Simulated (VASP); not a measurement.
# free-standing triangular Ir monolayer, spacing 2.603 A: U from linear response, part 3 of 3

Aim: the Hubbard U of free-standing triangular Ir monolayer, spacing 2.603 A from the response of a shell to a shift of its potential.

VASP 6.6.1, plane waves and PAW; the level of theory is named at each step.

So far. Step 7 (Shifted potential, frozen density, alpha 0.1): Energy at zero smearing: -29.26115 eV. Step 8 (Shifted potential, relaxed density, alpha 0.1): Energy at zero smearing: -29.25748 eV.

## 9. Shifted potential, frozen density, alpha 0.2

Level of this step: PBE, with a shift of one shell's potential, spin-polarised from an antiferromagnetic start; plane waves and PAW (Ir, Ir) (VASP).

Input file INCAR:

```
SYSTEM = Ir
PREC = Normal
ENCUT = 350
EDIFF = 1E-06
NELM = 150
ISMEAR = 0
SIGMA = 0.1
LREAL = .FALSE.
ALGO = Normal
GGA = PE
NBANDS = 32
ISPIN = 2
MAGMOM = 0.6 -0.6 0.6 -0.6
LASPH = .TRUE.
LMAXMIX = 4
LORBIT = 11
LWAVE = .FALSE.
LCHARG = .FALSE.
KPAR = 2
AMIX = 0.2
BMIX = 1E-04
AMIX_MAG = 0.8
BMIX_MAG = 1E-04
LDAU = .TRUE.
LDAUTYPE = 3
LDAUL = 2 -1
LDAUU = 0.2 0
LDAUJ = 0.2 0
ICHARG = 11
```

Input file POSCAR:

```
Ir
1.0
    5.2060000000      0.0000000000      0.0000000000
   -2.6030000000      4.5085280000      0.0000000000
    0.0000000000      0.0000000000     14.0000000000
Ir Ir
1 3
Direct
    0.0000000000      0.0000000000      0.5000000000
    0.0000000000      0.5000000000      0.5000000000
    0.5000000000      0.0000000000      0.5000000000
    0.5000000000      0.5000000000      0.5000000000
```

Input file KPOINTS:

```
Automatic mesh
0
Gamma
5 5 1
0 0 0
```

PAW data sets: Ir and Ir (PBE family, release 64).

The WAVECAR or CHGCAR of an earlier step is read.

Launch:

```bash
$ mpirun -np 2 vasp_std
```

Log:

```text
[... set-up lines as in an earlier step ...]
 entering main loop
       N       E                     dE             d eps       ncg     rms          rms(c)
DAV:   1    -0.300053829538E+02   -0.30005E+02   -0.69173E-02  1376   0.154E+00
DAV:   2    -0.300058189030E+02   -0.43595E-03   -0.43595E-03  1272   0.482E-01
DAV:   3    -0.300058212512E+02   -0.23481E-05   -0.23480E-05  1544   0.232E-02
DAV:   4    -0.300058212831E+02   -0.31961E-07   -0.31992E-07   856   0.290E-03
   1 F= -.30005821E+02 E0= -.29970040E+02  d E =-.715627E-01  mag=    -0.0001
```

Run time: 6.6 s. Hardware: 2 MPI ranks of AMD EPYC 9R45, shared host; peak memory 0.43 GiB; 11 s of CPU time.

From OUTCAR (step 9):

```text
  Total       -6.7872752     -6.7870567      1.3709371      0.0000000      0.0000000      0.0000000
  in kB      -33.0932234    -33.0921578      6.6843802      0.0000000      0.0000000      0.0000000
  external PRESSURE =     -19.8336670 kB  Pullay stress =       0.0000000 kB

 POSITION                                       TOTAL-FORCE (eV/Angst)
 -----------------------------------------------------------------------------------
      0.00000      0.00000      7.00000        -0.000000      0.000000      0.000000
     -1.30150      2.25426      7.00000         0.000000      0.000000      0.000000
      2.60300      0.00000      7.00000         0.000000      0.000000      0.000000
      1.30150      2.25426      7.00000         0.000000      0.000000      0.000000
 -----------------------------------------------------------------------------------
    total drift:                               -0.000000      0.000000     -0.000000

  FREE ENERGIE OF THE ION-ELECTRON SYSTEM (eV)
  ---------------------------------------------------
  free  energy   TOTEN  =       -30.0058212831 eV

  energy  without entropy=      -29.9342586013  energy(sigma->0) =      -29.97003994

[... 3 parts as in an earlier step ...]

[... 1 further part left out ...]
[key lines of the parts left out:]
E-fermi :  -3.6728
```

Energy at zero smearing: -29.97004 eV.

## 10. Shifted potential, relaxed density, alpha 0.2

INCAR: that of step 9 with these lines changed.

```diff
@@ -28,2 +28 @@
 LDAUJ = 0.2 0
-ICHARG = 11
```

POSCAR is that of step 9.

KPOINTS is that of step 9.

Launch:

```bash
$ mpirun -np 2 vasp_std
```

Log:

```text
[... set-up lines as in an earlier step ...]
 entering main loop
       N       E                     dE             d eps       ncg     rms          rms(c)
DAV:   1    -0.300054266456E+02   -0.30005E+02   -0.69228E-02  1384   0.154E+00    0.119E+00
DAV:   2    -0.300272453386E+02   -0.21819E-01   -0.30345E-01  1672   0.425E+00    0.182E+00
DAV:   3    -0.299897894559E+02    0.37456E-01   -0.13981E-01  1552   0.255E+00    0.416E-01
DAV:   4    -0.299898800666E+02   -0.90611E-04   -0.17190E-03  1176   0.236E-01    0.321E-01
DAV:   5    -0.299899619653E+02   -0.81899E-04   -0.39008E-04  1248   0.119E-01    0.114E-01
DAV:   6    -0.299897831500E+02    0.17882E-03   -0.31213E-04  1504   0.146E-01    0.427E-02
DAV:   7    -0.299897894803E+02   -0.63303E-05   -0.29663E-05  1248   0.402E-02    0.337E-02
DAV:   8    -0.299897887839E+02    0.69641E-06   -0.40409E-06  1144   0.206E-02
   1 F= -.29989789E+02 E0= -.29955068E+02  d E =-.694407E-01  mag=    -0.0021
```

The job ended after 13 s (2 MPI ranks; peak memory 0.46 GiB).

From OUTCAR (step 10):

```text
  Total       -6.9238375     -6.9238612     -0.1319772      0.0000000      0.0000000      0.0000000
  in kB      -33.7590705    -33.7591858     -0.6434910      0.0000000      0.0000000      0.0000000
  external PRESSURE =     -22.7205824 kB  Pullay stress =       0.0000000 kB

  FREE ENERGIE OF THE ION-ELECTRON SYSTEM (eV)
  ---------------------------------------------------
  free  energy   TOTEN  =       -29.9897887839 eV

  energy  without entropy=      -29.9203481221  energy(sigma->0) =      -29.95506845

 magnetization (x)
# of ion       s       p       d       tot
------------------------------------------
    1       -0.000   0.000  -0.000  -0.000
    2       -0.000   0.000  -0.000  -0.000
    3       -0.000  -0.000  -0.000  -0.000
    4       -0.000   0.000  -0.000  -0.000
--------------------------------------------------
tot         -0.000  -0.000  -0.001  -0.001

[... 3 parts as in an earlier step ...]

[... 1 further part left out ...]
[key lines of the parts left out:]
E-fermi :  -3.6486
```

Energy at zero smearing: -29.95507 eV.

## 11. Summary

This step: linear-response U, PBE; plane waves and PAW (VASP 6.6.1).

Derived from the runs above.

Numbers from this step:

* bare response: 1.198 e/eV
* screened response: 0.3740 e/eV
* U from linear response: 1.839 eV

The change of the charge in the shell of the shifted atom, thousandths of an electron by potential shift:

| potential shift (eV) | frozen density (e) | relaxed density (e) |
| --- | --- | --- |
| -0.200 | -245 | -73 |
| -0.100 | -120 | -36 |
| 0.000 | 0 | 0 |
| 0.100 | 118 | 38 |
| 0.200 | 235 | 77 |

## 12. Outcome

```json
{"U from linear response": "1.84 eV", "bare response": "1.20 e/eV", "screened response": "0.374 e/eV"}
```

What this shows: Linear response gives U = 1.8 eV for the d shell of Ir. The moments of the start collapsed, so this U belongs to a non-magnetic state, which need not be the crystal's. U = 1/χ − 1/χ₀, with χ the screened and χ₀ the bare slope of the shell's charge; in this program a positive shift raises the charge. The charges are printed to three decimals, which adds noise to both slopes. The value belongs to this projector sphere, magnetic state and cell; a small cell changes it, since the images are shifted too. The bare response exceeds the screened one, as it must for a positive U.

[Lines on the potential files, build, host, timing and source positions are cut from VASP's logs without a mark.]

[Logs are printed without paths, hosts, clocks, repeated set-up lines and the standing remarks that a program may print on its own settings, such as how far it seeks lower states.]

[Hosts, paths, dates, database ids (printed as entryN), source tags and the programs' standing remarks are cut or masked in the printed files.]

[In band tables of VASP the shares of atoms and orbitals are scaled to a sum of 1 inside the atoms' spheres.]

[Runs that stopped without an error message from VASP are left out.]
